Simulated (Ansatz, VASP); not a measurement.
## Cross-check of Ca2TeSe (CuAu-ordered zincblende type (invented)) between VASP and Ansatz

Wanted: the spread between two codes on one cell, functional and k mesh. The cell is generated by rule, not measured, and may not be a known phase. The cell is taken from a series of runs on this material, whose earlier steps may have relaxed, scaled, displaced or heated it; both programs get it as it stands.

Program: Ansatz 0.2.0. Level of theory: plane waves, with VASP 6.6.1 beside it; relaxation of cell and atoms at PBEsol. Results are calculated unless marked as measured.

## (1) The structure

The structure is tetragonal, space group P-4m2 (No. 115). Conventional cell: a = 4.781 Å, b = 4.781 Å, c = 6.720 Å, α = 90.00°, β = 90.00°, γ = 90.00°. Se has 4 Ca at 2.84 Å nearest. Nearest to Te lie 4 Ca at 3.01 Å. Nearest to Ca lie 2 Se at 2.84 Å and 2 Te at 3.01 Å. Farther neighbours and most contacts between anions are not listed.

## (2) Ansatz: relaxation of cell and atoms, PBEsol, pair 1

Ansatz runs on its default PAW (the set named soft_2) files.

The relaxed volume is the usual yardstick between codes: in a stiff, nearly cubic crystal its relative difference is about their pressure difference at one cell divided by the bulk modulus.

The input, input.yaml:

```yaml
crystal:
  lattice:
    - [4.780721779, 0.0, 0.0]
    - [0.0, 4.780721779, 0.0]
    - [0.0, 0.0, 6.7199060298]
  atoms:
    - { symbol: Se, position: [0.0, 0.0, 0.0] }
    - { symbol: Te, position: [0.5, 0.5, 0.5] }
    - { symbol: Ca, position: [0.0, 0.5, 0.227320393] }
    - { symbol: Ca, position: [0.5, 0.0, 0.772679607] }
kpoints:
  mp_grid: { grid: [6, 6, 4] }
hamiltonian:
  xc: pbesol
scf:
  occupations: { method: gaussian, width: 0.02 }
output:
  forces: true
  stress: true
  eigenvalues: true
  write_density: true
  write_potential: true
  elf: true
  volumetric_format: npy
relax:
  adjacent_minimum: "off"
  f_tol: 0.005
  max_steps: 80
  cell: { stress_tol: 0.05 }
```

The run is started by

```bash
ansatz run input.yaml --threads 2 --pin off --max-ram 5120MiB --backend cpu --events-out ev --progress --plain --runs-dir out
```

Numbers of over 12 decimals in the logs are rounded to 6 here.

What it wrote:

```text
Engine: ansatz 0.2.0, aarch64-unknown-linux-gnu
Pseudopotentials: kind: paw
Pseudopotential: Se, paw, valence charge 16, recommended cutoff 420 eV (normal), Se.paw.azcp
Pseudopotential: Te, paw, valence charge 16, recommended cutoff 420 eV (normal), Te.paw.azcp
Pseudopotential: Ca, paw, valence charge 10, recommended cutoff 420 eV (normal), Ca.paw.azcp
Functional definition: PBEsol
  exchange = pbesol_x
  correlation = pbesol_c
Crystal: 4 atoms, lattice volume = 153.585 Å³
Basis set: ecut = 420 eV, 2983 PW (Γ), exchange–correlation on 64×64×90 points (8 copies of the dense FFT grid, shifted against one another)
Bands: 32, of which v1, the nominal top of the filled ones, is band 26 counted from 1 (25 counted from 0)
Symmetry: 8 space group operations
Space group: P-4m2 (ITA 115), of the structure as read, at distance tolerance 5.4e-5 Å
k-points: 30 of 144 (time reversal used)
Non-local potential: Se, projectors of the file, l = 0: 2, l = 1: 2, l = 2: 3, l = 3: 1
Non-local potential: Te, projectors of the file, l = 0: 2, l = 1: 2, l = 2: 2, l = 3: 2
Non-local potential: Ca, projectors of the file, l = 0: 3, l = 1: 2, l = 2: 2
PAW form: soft (Blöchl's): semilocal exchange-correlation on the pseudo side does not see the compensation charge
PAW frozen core: Se, regenerated for the run's functional, and the local potential with it (the file was generated under x = pbe(κ = 0.804, μ = 0.219515), c = pbe(β = 0.066725))
PAW frozen core: Te, regenerated for the run's functional, and the local potential with it (the file was generated under x = pbe(κ = 0.804, μ = 0.219515), c = pbe(β = 0.066725))
PAW frozen core: Ca, regenerated for the run's functional, and the local potential with it (the file was generated under x = pbe(κ = 0.804, μ = 0.219515), c = pbe(β = 0.066725))
PAW one-centre angular grid: Se, 590 points (default); XC on 64 Gauss nodes
PAW one-centre angular grid: Te, 590 points (default); XC on 64 Gauss nodes
PAW one-centre angular grid: Ca, 110 points (default); XC on 64 Gauss nodes
Initial density: superposition of atomic densities (neutral atoms: chi_scale 0, normalization atom), corrected by the library's trained network
Initial wavefunctions: pseudopotential atomic-orbital guess
Functional: x = pbesol(κ = 0.804, μ = 0.123457), c = pbesol(β = 0.046)
SCF iter   1: F=—  HF=-15919.296015 eV  |F-HF|=—  |Δ(HF+E_count)|=         —  Δρ=2.40e-3  dr2=1.39e-2  ethr=1.77e-3  ⟨swp⟩=9.3  Hψ=5382  notcnv=0
preconditioner: auto → Resta (q_TF=auto, 2.278 Å⁻¹)  ε∞=3.7  [insulator: Δε(μ)=2.391 eV  Ē_g=7.362 eV  σ=0.020 eV  W_gap=1.00  n_scr=28 (ndim 8)  ℏωp=12.0 eV  f_vac=0.167  D(μ)=0.00/eV (n_scr^D=0)  ε∞_Penn≈3.7]
SCF iter   2: F=—  HF=-15919.293108 eV  |F-HF|=—  |Δ(HF+E_count)|=   2.91e-3  Δρ=1.15e-3  dr2=3.97e-3  ethr=2.67e-5  ⟨swp⟩=3.6  Hψ=1771  notcnv=0  defer=45
SCF iter   3: F=—  HF=-15919.293072 eV  |F-HF|=—  |Δ(HF+E_count)|=   3.59e-5  Δρ=3.46e-4  dr2=4.42e-4  ethr=7.64e-6  ⟨swp⟩=2.0  Hψ=1269  notcnv=0  defer=45
SCF iter   4: F=—  HF=-15919.293313 eV  |F-HF|=—  |Δ(HF+E_count)|=   2.41e-4  Δρ=1.04e-4  dr2=2.72e-5  ethr=8.50e-7  ⟨swp⟩=2.0  Hψ=1167  notcnv=0  defer=45
SCF iter   5: F=—  HF=-15919.293267 eV  |F-HF|=—  |Δ(HF+E_count)|=   4.56e-5  Δρ=4.43e-5  dr2=4.73e-6  ethr=5.24e-8  ⟨swp⟩=2.0  Hψ=1695  notcnv=0  defer=45
SCF iter   6: F=—  HF=-15919.293269 eV  |F-HF|=—  |Δ(HF+E_count)|=   1.88e-6  Δρ=1.74e-5  dr2=6.35e-7  ethr=9.09e-9  ⟨swp⟩=2.0  Hψ=1694  notcnv=0  defer=45
SCF iter   7: F=-15919.293271 eV  HF=-15919.293271 eV  |F-HF|=9.15e-8  |Δ(HF+E_count)|=   1.54e-6  Δρ=4.44e-6  dr2=6.56e-8  ethr=1.92e-10  ⟨swp⟩=15.7  Hψ=8315  notcnv=0
SCF 1 converged in 7 iterations: F = -15919.293271 eV  dr2 = 6.56e-8
  Residual-converged pass: ⟨swp⟩=1.0  Hψ=1080  notcnv=0  max |occ|·‖R‖ = 7.0e-9 eV (tolerance 1.0e-8 eV)  dr2=6.56e-8  dr2_onsite=1.29e-8  max |Δocc| = 0.0e0
  greatest PAW one-centre occupation: 1.000 electrons in one spin orbital (limit 2), on the Se atom at site 0 (counted from 0), in its partial waves of l = 2
relax step   1: F+E_penalty+E_count = -15919.29327080 eV  Δ(F+E_penalty+E_count) = +0.000e0 eV  max|allowed force component| = 1.139e-2 eV/Å  Δτ_max = 0.0000 Å  P = -0.002 GPa  Ω = 153.585 Å³  (7 SCF iters, dr2 threshold 1.00e-7 eV, accepted)
[...]
relax step   2: F+E_penalty+E_count = -15919.29329272 eV  Δ(F+E_penalty+E_count) = -2.192e-5 eV  max|allowed force component| = 1.000e-2 eV/Å  Δτ_max = 0.0035 Å  P = -0.004 GPa  Ω = 153.574 Å³  energy of the carried Pulay correction = +5.440e-7 eV  (6 SCF iters, dr2 threshold 8.10e-9 eV, accepted)
[...]
relax step   3: F+E_penalty+E_count = -15919.29332022 eV  Δ(F+E_penalty+E_count) = -2.750e-5 eV  max|allowed force component| = 2.249e-3 eV/Å  Δτ_max = 0.0010 Å  P = -0.001 GPa  Ω = 153.566 Å³  energy of the carried Pulay correction = +9.461e-7 eV  (5 SCF iters, dr2 threshold 6.25e-9 eV, accepted)
[...]
relax step   4: F+E_penalty+E_count = -15919.29331986 eV  Δ(F+E_penalty+E_count) = +3.539e-7 eV  max|allowed force component| = 2.271e-3 eV/Å  Δτ_max = 0.0000 Å  P = -0.001 GPa  Ω = 153.566 Å³  stress off target by 2.16e-2 GPa  SCF on the basis re-selected at this cell (its energy is not comparable with the rows above)  (5 SCF iters)
basis re-selected at this cell: Δ(F+E_penalty+E_count) = +3.539e-7 eV, ΔP = +0.000 GPa vs the last step (what re-selecting the basis moved, of the pressure what is left beyond the Pulay correction that the steps carried, after the strain that the cell walked since its last selection, with what the two solves' SCF thresholds leave and, on support functions, any second-order correction that the steps lacked; it is no m [...]
SCF converged after 5 iterations
Free energy (F): -15919.293320 eV
Harris-Foulkes:  -15919.293320 eV  (|F-HF|=1.46e-11)
Internal energy: -15919.293320 eV  (E = F + TS)
E sigma→0 (E₀):  -15919.293320 eV
Fermi energy:    4.797887 eV
--- Per-component energies (eV) ---
  E_band       = -1065.683815
  E_kinetic    = 856.571882
  E_local      = -6397.388028  (includes V_loc(G=0)·N_el)
  E_nonlocal   = -771.613948
  E_hartree    = 3041.381515
  E_xc         = -499.055488
  E_vxc        = -543.804444  (∫ρ·V_xc dr)
  E_paw        = -8126.251761  (= ΣΔE_a)
  E_vpaw       = -292.211560  (= ΣTr[D̂ρ^β])
  E_aug_tail   = -0.000800  (compensation charges beyond the density's cutoff)
  E_ewald      = -4024.557546
  E_core_change = 1.620854  (= ΣΔE_core)
  E_smearing   = -0.000000  (= −TS)
  E_closure    = -0.000000  (closes the sum)
  Σ components = -15919.293320   (vs F -15919.293320, Δ=0.00e0)
--- Forces (eV/Å), atoms counted from 1 ---
  atom   1  Se     0.00000000     0.00000000     0.00000000
  atom   2  Te    -0.00000000     0.00000000     0.00000000
  atom   3  Ca    -0.00000000     0.00000000     0.00227110
  atom   4  Ca    -0.00000000     0.00000000    -0.00227110
  max |Σ_I F_I| component: 3.47e-16 eV/Å
--- Stress (GPa, compression-positive) ---
        0.008968       0.000000       0.000000
        0.000000       0.008968       0.000000
        0.000000       0.000000      -0.021589
  P = ⅓ Tr σ = -0.0012 GPa (-0.012 kbar)
--- Band table (eV; the first three rows and the last of 30) ---
  k-point 0: bands = [... 22 lower, 2.7838, 3.1559, 3.5034, 3.5034, 5.9806, 6.7247, 7.7246, 8.1833, ... 2 higher]
  k-point 1: bands = [... 22 lower, 2.7812, 2.8146, 3.4961, 3.4961, 6.4696, 7.0793, 8.0240, 8.0805, ... 2 higher]
  k-point 2: bands = [... 22 lower, 2.7785, 2.7785, 3.4888, 3.4888, 7.0736, 7.2775, 8.3020, 8.3843, ... 2 higher]
  k-point 29: bands = [... 22 lower, 2.6510, 2.6510, 2.9884, 3.1235, 6.5389, 6.8558, 7.8091, 7.8091, ... 2 higher]
--- Relaxed structure (3 steps of the walk, 3 accepted, 1 SCFs on fresh bases) ---
  F+E_penalty+E_count = -15919.29331986 eV   max|allowed force component| = 2.271e-3 eV/Å   (the final SCF, on the basis selected at the relaxed cell)
  cell:  # Å, volume = 153.5656 Å³
    - [4.782863, 0.0, 0]
    - [0.0, 4.782863, 0.0]
    - [0, 0.0, 6.713023]
  atoms:
    - { symbol: Se, position: [0, 0.0, 0] }
    - { symbol: Te, position: [0.500000, 0.500000, 0.500000] }
    - { symbol: Ca, position: [0, 0.500000, 0.226949] }
    - { symbol: Ca, position: [0.500000, 0.0, 0.773051] }
```

## (3) VASP: relaxation of cell and atoms, PBEsol, pair 1

The same cell, functional, mesh and smearing now go to VASP, with its own data sets.

Lines of VASP's logs that name or quote its potential files are left out, and so is its time.

The input, INCAR:

```
SYSTEM = Ca2TeSe
PREC = Accurate
ENCUT = 500
EDIFF = 1E-07
NELM = 120
ISMEAR = 0
SIGMA = 0.02
LREAL = .FALSE.
ALGO = Normal
GGA = PS
NBANDS = 22
LORBIT = 11
LWAVE = .FALSE.
LCHARG = .FALSE.
ISIF = 3
IBRION = 2
NSW = 80
EDIFFG = -0.005
LASPH = .TRUE.
GGA_COMPAT = .FALSE.
NELMIN = 4
EFERMI = MIDGAP
KPAR = 2
```

The input, POSCAR:

```
Ca2TeSe
1.0
    4.7807220000      0.0000000000      0.0000000000
    0.0000000000      4.7807220000      0.0000000000
    0.0000000000      0.0000000000      6.7199060000
Se Te Ca
1 1 2
Direct
    0.0000000000      0.0000000000      0.0000000000
    0.5000000000      0.5000000000      0.5000000000
    0.0000000000      0.5000000000      0.2273204417
    0.5000000000      0.0000000000      0.7726795583
```

The input, KPOINTS:

```
Automatic mesh
0
Gamma
6 6 4
0 0 0
```

The projector-augmented-wave data sets are Se, Te and Ca_sv (PBE family, release 64).

The run is started by

```bash
mpirun -np 2 vasp_std
```

What it wrote:

```text
[banner, memory and clock lines left out]
running    2 mpi-ranks, on    1 nodes
 distrk:  each k-point on    1 cores,    2 groups
 distr:  one band on    1 cores,    1 groups

 POSCAR found type information on POSCAR SeTeCa
 POSCAR found :  3 types and       4 ions
|                                                                             |
|               ----> ADVICE to this user running VASP <----                  |
|                                                                             |
|     You enforced a specific xc type in the INCAR file but a different       |
|     [... a line on the potential file left out ...]
|     I HOPE YOU KNOW WHAT YOU ARE DOING!                                     |
|                                                                             |

 LDA part: xc-table for (Slater+PW92), standard interpolation
 POSCAR, INCAR and KPOINTS ok, starting setup
 FFT: planning ... GRIDC
 FFT: planning ... GRID_SOFT
 FFT: planning ... GRID
 WAVECAR not read
 entering main loop
       N       E                     dE             d eps       ncg     rms          rms(c)
DAV:   1     0.248404341260E+03    0.24840E+03   -0.14295E+04  1320   0.123E+03
DAV:   2     0.980565558749E+00   -0.24742E+03   -0.23677E+03  1502   0.330E+02
DAV:   3    -0.170417979374E+02   -0.18022E+02   -0.17886E+02  2188   0.716E+01
DAV:   4    -0.183901127357E+02   -0.13483E+01   -0.13450E+01  2190   0.172E+01
DAV:   5    -0.184333561436E+02   -0.43243E-01   -0.43240E-01  1890   0.238E+00    0.601E+00
DAV:   6    -0.178138604382E+02    0.61950E+00   -0.11208E+00  1674   0.382E+00    0.373E+00
DAV:   7    -0.177211948460E+02    0.92666E-01   -0.57905E-01  1758   0.327E+00    0.134E+00
DAV:   8    -0.177285568270E+02   -0.73620E-02   -0.81818E-02  1702   0.148E+00    0.271E-01
DAV:   9    -0.177289919516E+02   -0.43512E-03   -0.52621E-03  1650   0.408E-01    0.164E-01
DAV:  10    -0.177307045251E+02   -0.17126E-02   -0.30519E-03  1840   0.258E-01    0.627E-02
DAV:  11    -0.177308664816E+02   -0.16196E-03   -0.61206E-04  1690   0.113E-01    0.247E-02
DAV:  12    -0.177308963163E+02   -0.29835E-04   -0.11205E-04  1638   0.603E-02    0.155E-02
DAV:  13    -0.177308965862E+02   -0.26990E-06   -0.24844E-05  2126   0.196E-02    0.538E-03
DAV:  14    -0.177308975262E+02   -0.94003E-06   -0.32174E-06  1690   0.106E-02    0.304E-03
DAV:  15    -0.177308980665E+02   -0.54028E-06   -0.96450E-07  1292   0.536E-03    0.136E-03
DAV:  16    -0.177308981217E+02   -0.55183E-07   -0.91123E-08  1234   0.174E-03
   1 F= -.17730898E+02 E0= -.17730898E+02  d E =-.177309E+02
[... from here on, the cycles between the ionic steps are left out ...]
   2 F= -.17731070E+02 E0= -.17731070E+02  d E =-.172320E-03
   3 F= -.17731071E+02 E0= -.17731071E+02  d E =-.172579E-03
   4 F= -.17731071E+02 E0= -.17731071E+02  d E =-.172741E-03
   5 F= -.17731081E+02 E0= -.17731081E+02  d E =-.102913E-04
   6 F= -.17731105E+02 E0= -.17731105E+02  d E =-.337164E-04
   7 F= -.17731114E+02 E0= -.17731114E+02  d E =-.432705E-04
   8 F= -.17731116E+02 E0= -.17731116E+02  d E =-.455415E-04
   9 F= -.17731128E+02 E0= -.17731128E+02  d E =-.116700E-04
  10 F= -.17731160E+02 E0= -.17731160E+02  d E =-.433819E-04
 curvature:  -5.30 expect dE=-0.484E-04 dE for cont linesearch -0.219E-04
 ZBRENT: increasing intervall
 opt :   8.0085  next Energy=   -17.731209 (dE=-0.927E-04)
 bond charge predicted
       N       E                     dE             d eps       ncg     rms          rms(c)
DAV:   1    -0.177318705121E+02   -0.71080E-03   -0.68882E-02  1320   0.191E+00    0.176E-01
DAV:   2    -0.177314584228E+02    0.41209E-03   -0.11431E-03  1616   0.278E-01    0.105E-01
DAV:   3    -0.177312016153E+02    0.25681E-03   -0.38780E-04  1764   0.180E-01    0.100E-02
DAV:   4    -0.177312030921E+02   -0.14769E-05   -0.21025E-05  1644   0.400E-02    0.649E-03
DAV:   5    -0.177312036948E+02   -0.60261E-06   -0.16409E-06  2082   0.778E-03    0.255E-03
DAV:   6    -0.177312039335E+02   -0.23871E-06   -0.15623E-07  1308   0.306E-03    0.840E-04
DAV:   7    -0.177312039603E+02   -0.26856E-07   -0.27176E-08  1098   0.130E-03
  11 F= -.17731204E+02 E0= -.17731204E+02  d E =-.875558E-04
 curvature: -11.91 expect dE=-0.434E-04 dE for cont linesearch -0.222E-04
 trial: gam=-0.24299 g(F)=  0.126E-05 g(S)=  0.239E-05 ort = 0.808E-05 (trialstep = 0.224E+01)
 search vector abs. value=  0.179E-05
 reached required accuracy - stopping structural energy minimisation
```

From OUTCAR (step 3):

```text
ion  position               nearest neighbor table
   1  0.000  0.000  0.000-   3 2.84   4 2.84   3 2.84   4 2.84
   2  0.500  0.500  0.500-   3 3.01   4 3.01   4 3.01   3 3.01
   3  0.000  0.500  0.227-   1 2.84   1 2.84   2 3.01   2 3.01
   4  0.500  0.000  0.773-   1 2.84   1 2.84   2 3.01   2 3.01

  LATTYP: Found a simple tetragonal cell.
 ALAT       =     4.7807220000
 C/A-ratio  =     1.4056257611

 Subroutine GETGRP returns: Found  8 space group operations
 (whereof  8 operations were pure point group operations)

The static configuration has the point symmetry D_2d.

 Found     30 irreducible k-points:

   k-points           NKPTS =     30   k-points in BZ     NKDIM =     30   number of bands    NBANDS=     22

   dimension x,y,z NGX =    36 NGY =   36 NGZ =   50
   dimension x,y,z NGXF=    72 NGYF=   72 NGZF=  100

   ENCUT  =  500.0 eV  36.75 Ry    6.06 a.u.   8.72  8.72 12.25*2*pi/ulx,y,z

   NELECT =      32.0000    total number of electrons

 k-points in reciprocal lattice and weights: Automatic mesh
   0.00000000  0.00000000  0.00000000       0.007
   0.16666667  0.00000000  0.00000000       0.028
   0.33333333  0.00000000  0.00000000       0.028
   0.50000000  0.00000000  0.00000000       0.014
   0.16666667  0.16666667  0.00000000       0.028
   0.33333333  0.16666667  0.00000000       0.056
   0.50000000  0.16666667  0.00000000       0.028
   0.33333333  0.33333333  0.00000000       0.028
   0.50000000  0.33333333  0.00000000       0.028
[...]
0.50000000  0.33333333  0.50000000       0.028
   0.50000000  0.50000000  0.50000000       0.007

 average (electrostatic) potential at core
       1 -55.3531       2 -91.1735       3 -47.7445       4 -47.7445

 E-fermi :   1.7814

 k-point     1 :       0.0000    0.0000    0.0000
  band No.  band energies     occupation
    ...
     12      -0.2290      2.00000
     13      -0.2290      2.00000
     14       0.1553      2.00000
     15       0.4852      2.00000
     16       0.4852      2.00000
     17       2.9690      0.00000
     18       3.7113      0.00000
     19       4.7046      0.00000
     20       5.1464      0.00000
     21       5.3254      0.00000
    ...

 k-point     2 :       0.1667    0.0000    0.0000
  band No.  band energies     occupation
    ...
     12      -0.4403      2.00000
     13      -0.2190      2.00000
     14       0.1357      2.00000
     15       0.1468      2.00000
     16       0.5117      2.00000
     17       3.2586      0.00000
     18       4.1048      0.00000
     19       4.7911      0.00000
     20       4.9658      0.00000
     21       5.2865      0.00000
    ...

 k-point     3 :       0.3333    0.0000    0.0000
  band No.  band energies     occupation
    ...
     12      -0.6382      2.00000
     13      -0.3987      2.00000
     14      -0.1988      2.00000
     15       0.0513      2.00000
     16       0.5661      2.00000
     17       3.7771      0.00000
     18       4.7388      0.00000
     19       4.9495      0.00000
     20       4.9813      0.00000
     21       5.2523      0.00000
    ...

  Total        0.0073416      0.0073416     -0.0094882      0.0000000      0.0000000      0.0000000
  in kB        0.0763634      0.0763634     -0.0986908      0.0000000      0.0000000      0.0000000
  external PRESSURE =       0.0180120 kB  Pullay stress =       0.0000000 kB

  energy-cutoff  :      500.00
  volume of cell :      154.03
      direct lattice vectors                 reciprocal lattice vectors
     4.799995805  0.000000000 -0.000000000     0.208333515  0.000000000 -0.000000000
     0.000000000  4.799995805  0.000000000     0.000000000  0.208333515  0.000000000
     0.000000000  0.000000000  6.685531322     0.000000000  0.000000000  0.149576743

 POSITION                                       TOTAL-FORCE (eV/Angst)
 -----------------------------------------------------------------------------------
      0.00000      0.00000      6.68553         0.000000      0.000000      0.000000
      2.40000      2.40000      3.34277         0.000000     -0.000000      0.000000
      0.00000      2.40000      1.51521         0.000000      0.000000      0.003610
      2.40000      0.00000      5.17033        -0.000000      0.000000     -0.003610
 -----------------------------------------------------------------------------------
    total drift:                                0.000000      0.000000     -0.000000

  FREE ENERGIE OF THE ION-ELECTRON SYSTEM (eV)
  ---------------------------------------------------
  free  energy   TOTEN  =       -17.7312039603 eV

  energy  without entropy=      -17.7312039603  energy(sigma->0) =      -17.73120396

 reached required accuracy - stopping structural energy minimisation

 total charge
# of ion       s       p       d       tot
------------------------------------------
    1        1.433   2.477   0.003   3.913
    2        1.339   2.167   0.003   3.509
    3        2.045   5.846   0.238   8.129
    4        2.045   5.846   0.238   8.129
--------------------------------------------------
tot          6.863  16.336   0.482  23.680

[... 3 further parts left out ...]
```

CONTCAR:

```
Ca2TeSe
   1.00000000000000
     4.7999958054415073    0.0000000000000000   -0.0000000000000000
     0.0000000000000000    4.7999958054415073    0.0000000000000000
     0.0000000000000000    0.0000000000000000    6.6855313221110206
  Se              Te              Ca
     1     1     2
Direct
     0.0000000000000000    0.0000000000000000    1.0000000000000000
     0.5000000000000000    0.5000000000000000    0.5000000000000000
     0.0000000000000000    0.5000000000000000    0.2266394728582568
     0.5000000000000000    0.0000000000000000    0.7733605271417432
```

(Part 1 of 2 ends here.)

[Lines on the potential files, build, host, timing and source positions are cut from VASP's logs without a mark.]

[Logs are printed without paths, hosts, clocks, repeated set-up lines and the standing remarks that a program may print on its own settings, such as how far it seeks lower states.]

[Hosts, paths, dates, database ids (printed as entryN), source tags and the programs' standing remarks are cut or masked in the printed files.]
